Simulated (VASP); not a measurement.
Calculation: TPSS meta-GGA, VASP's PBE PAW potentials (set 64) (plane waves; VASP 6.6.1).

VASP input:

POSCAR:
```
NiSb
1
    1.9477849253    -3.3736626148     0.0000000000
    1.9477849253     3.3736626148     0.0000000000
    0.0000000000     0.0000000000     5.0513422682
Ni Sb
2 2
Direct
  0.0000000000   0.0000000000   0.5000000000
  0.0000000000   0.0000000000   0.0000000000
  0.3333330000   0.6666670000   0.2500000000
  0.6666670000   0.3333330000   0.7500000000
```

INCAR:
```
SYSTEM=NiSb
PREC=Accurate; ENCUT=520; LREAL=.FALSE.
LASPH=.TRUE.
EDIFF=1E-7; NELM=100; ALGO=Normal
LMAXMIX=4; LMIXTAU=.TRUE.
ISMEAR=1; SIGMA=0.1
METAGGA=TPSS
IBRION=2; NSW=30; ISIF=4
EDIFFG=-0.01
LWAVE=.FALSE.; LCHARG=.FALSE.
```

KPOINTS:
```
Automatic mesh
0
Gamma
9 9 6
0 0 0
```

POTCAR, in this order: Ni Sb (PBE.64 set). Program: vasp_std.

Output

### OUTCAR
```
 ion  position               nearest neighbor table
   1  0.000  0.000  0.500-   2 2.53   2 2.53   4 2.58   3 2.58   4 2.58   3 2.58   4 2.58   3 2.58
  LATTYP: Found a hexagonal cell.
 ALAT       =     3.8955699909
 C/A-ratio  =     1.2966888748
 Subroutine PRICEL returns:
 Original cell was already a primitive cell.
 Subroutine GETGRP returns: Found 24 space group operations
The static configuration has the point symmetry D_3d.
 The point group associated with its full space group is D_6h.
The dynamic configuration has the point symmetry D_3d.
 Subroutine INISYM returns: Found 24 space group operations
 Subroutine IBZKPT returns following result:
 Found     48 irreducible k-points:

 Following reciprocal coordinates:
            Coordinates               Weight
  0.000000  0.000000  0.000000      1.000000
  0.111111  0.000000  0.000000      6.000000
  0.222222  0.000000  0.000000      6.000000
  0.333333 -0.000000  0.000000      6.000000
  0.444444  0.000000  0.000000      6.000000
  0.111111  0.111111  0.000000      6.000000
  0.222222  0.111111  0.000000     12.000000
  0.333333  0.111111  0.000000     12.000000
  0.444444  0.111111  0.000000      6.000000
  0.222222  0.222222  0.000000      6.000000
  0.333333  0.222222  0.000000     12.000000
  0.333333  0.333333  0.000000      2.000000
  0.000000  0.000000  0.166667      2.000000
  0.111111  0.000000  0.166667     12.000000
  0.222222  0.000000  0.166667     12.000000
  0.333333 -0.000000  0.166667     12.000000
  0.444444  0.000000  0.166667     12.000000
  0.111111  0.111111  0.166667     12.000000
  0.222222  0.111111  0.166667     24.000000
  0.333333  0.111111  0.166667     24.000000
  0.444444  0.111111  0.166667     12.000000
  0.222222  0.222222  0.166667     12.000000
  0.333333  0.222222  0.166667     24.000000
  0.333333  0.333333  0.166667      4.000000
  0.000000  0.000000  0.333333      2.000000
  0.111111  0.000000  0.333333     12.000000
  0.222222  0.000000  0.333333     12.000000
  0.333333 -0.000000  0.333333     12.000000
  0.444444  0.000000  0.333333     12.000000
  0.111111  0.111111  0.333333     12.000000
  0.222222  0.111111  0.333333     24.000000
  0.333333  0.111111  0.333333     24.000000
  0.444444  0.111111  0.333333     12.000000
  0.222222  0.222222  0.333333     12.000000
  0.333333  0.222222  0.333333     24.000000
  0.333333  0.333333  0.333333      4.000000
  0.000000  0.000000  0.500000      1.000000
  0.111111  0.000000  0.500000      6.000000
  0.222222  0.000000  0.500000      6.000000
  0.333333 -0.000000  0.500000      6.000000
   k-points           NKPTS =     48   k-points in BZ     NKDIM =     48   number of bands    NBANDS=     19
   number of dos      NEDOS =    301   number of ions     NIONS =      4
   total plane-waves  NPLWV =  36000
   dimension x,y,z NGX =    30 NGY =   30 NGZ =   40
   dimension x,y,z NGXF=    60 NGYF=   60 NGZF=   80
   ions per type =               2   2
   PREC   = accura    normal or accurate (medium, high low for compatibility)
   ISTART =      0    job   : 0-new  1-cont  2-samecut
   ICHARG =      2    charge: 1-file 2-atom 10-const
   ISPIN  =      1    spin polarized calculation?
   LNONCOLLINEAR =      F non collinear calculations
   LSORBIT =      F    spin-orbit coupling
   INIWAV =      1    electr: 0-lowe 1-rand  2-diag
   ENCUT  =  520.0 eV  38.22 Ry    6.18 a.u.   7.24  7.24  9.39*2*pi/ulx,y,z
   NELM   =    100;   NELMIN=  2; NELMDL= -5     # of ELM steps
   EDIFF  = 0.1E-06   stopping-criterion for ELM
   LREAL  =      F    real-space projection
   NLSPLINE    = F    spline interpolate recip. space projectors
...
```

File OSZICAR:
```
       N       E                     dE             d eps       ncg     rms          rms(c)
DAV:   1     0.164904455431E+03    0.16490E+03   -0.14364E+04  1824   0.186E+03
DAV:   2    -0.284716359574E+02   -0.19338E+03   -0.18839E+03  1860   0.367E+02
DAV:   3    -0.397909607769E+02   -0.11319E+02   -0.11070E+02  2049   0.119E+02
DAV:   4    -0.400730987935E+02   -0.28214E+00   -0.28031E+00  2097   0.174E+01
DAV:   5    -0.400816743398E+02   -0.85755E-02   -0.85716E-02  2211   0.313E+00    0.104E+01
DAV:   6    -0.502868162706E+02   -0.10205E+02   -0.12881E+01  1955   0.604E+01    0.525E+00
DAV:   7    -0.521185756178E+02   -0.18318E+01   -0.43342E+00  2078   0.363E+01    0.572E+00
DAV:   8    -0.519284419643E+02    0.19013E+00   -0.20370E+00  2017   0.270E+01    0.253E+00
DAV:   9    -0.513921106823E+02    0.53633E+00   -0.71048E-01  2268   0.149E+01    0.636E-01
DAV:  10    -0.519038175006E+02   -0.51171E+00   -0.23242E-01  1830   0.557E+00    0.434E-01
DAV:  11    -0.519018748995E+02    0.19426E-02   -0.42544E-03  2021   0.643E-01    0.275E-01
DAV:  12    -0.519013683149E+02    0.50658E-03   -0.55851E-03  2605   0.103E+00    0.939E-02
DAV:  13    -0.519040911092E+02   -0.27228E-02   -0.27538E-03  1839   0.528E-01    0.935E-02
DAV:  14    -0.519042645497E+02   -0.17344E-03   -0.20535E-04  1866   0.156E-01    0.546E-02
DAV:  15    -0.519043075113E+02   -0.42962E-04   -0.13205E-05  2374   0.475E-02    0.257E-02
DAV:  16    -0.519042861207E+02    0.21391E-04   -0.13510E-05  1900   0.411E-02    0.149E-02
DAV:  17    -0.519043082459E+02   -0.22125E-04   -0.11144E-05  1845   0.419E-02    0.621E-03
DAV:  18    -0.519043110253E+02   -0.27795E-05   -0.48602E-07  1912   0.912E-03    0.290E-03
DAV:  19    -0.519043101149E+02    0.91048E-06   -0.40235E-08  1065   0.309E-03    0.952E-04
DAV:  20    -0.519043108933E+02   -0.77844E-06   -0.47952E-08   993   0.343E-03    0.359E-04
DAV:  21    -0.519043105718E+02    0.32151E-06   -0.16205E-08   948   0.218E-03    0.248E-04
DAV:  22    -0.519043106316E+02   -0.59822E-07   -0.26699E-09   942   0.880E-04
   1 F= -.51904311E+02 E0= -.51904365E+02  d E =-.519043E+02
```

OUTCAR:
```
------------------------ aborting loop because EDIFF is reached ----------------------------------------
  FORCE on cell =-STRESS in cart. coord.  units (eV):
  Direction    XX          YY          ZZ          XY          YZ          ZX
  --------------------------------------------------------------------------------------
  Total        1.5101357      1.5101359      1.5455535      0.0000000      0.0000000      0.0000000
  in kB       36.4457689     36.4457724     37.3005463      0.0000000      0.0000000      0.0000000
  external PRESSURE =      36.7306959 kB  Pullay stress =       0.0000000 kB
  volume of cell :       66.39
      direct lattice vectors                 reciprocal lattice vectors
     1.947784925 -3.373662615  0.000000000     0.256701853 -0.148206877  0.000000000
     1.947784925  3.373662615  0.000000000     0.256701853  0.148206877  0.000000000
     0.000000000  0.000000000  5.051342268     0.000000000  0.000000000  0.197967183
 POSITION                                       TOTAL-FORCE (eV/Angst)
 -----------------------------------------------------------------------------------
      0.00000      0.00000      2.52567         0.000000     -0.000000     -0.000000
      0.00000      0.00000      0.00000         0.000000     -0.000000     -0.000000
      1.94778      1.12456      1.26284        -0.000000      0.000000      0.000000
      1.94778     -1.12456      3.78851        -0.000000      0.000000     -0.000000
 -----------------------------------------------------------------------------------
    total drift:                                0.000000     -0.000000      0.000000
  FREE ENERGIE OF THE ION-ELECTRON SYSTEM (eV)
  ---------------------------------------------------
  free  energy   TOTEN  =       -51.9043106316 eV

  energy  without entropy=      -51.9044745568  energy(sigma->0) =      -51.90436527

 reached required accuracy - stopping structural energy minimisation
```
(Selected blocks of OUTCAR.)

The compound is NiSb in the NiAs type structure. This cell is one point of a volume scan, at 0.97 of the reference volume. The run is not spin-polarised, so no magnetic state was tried.
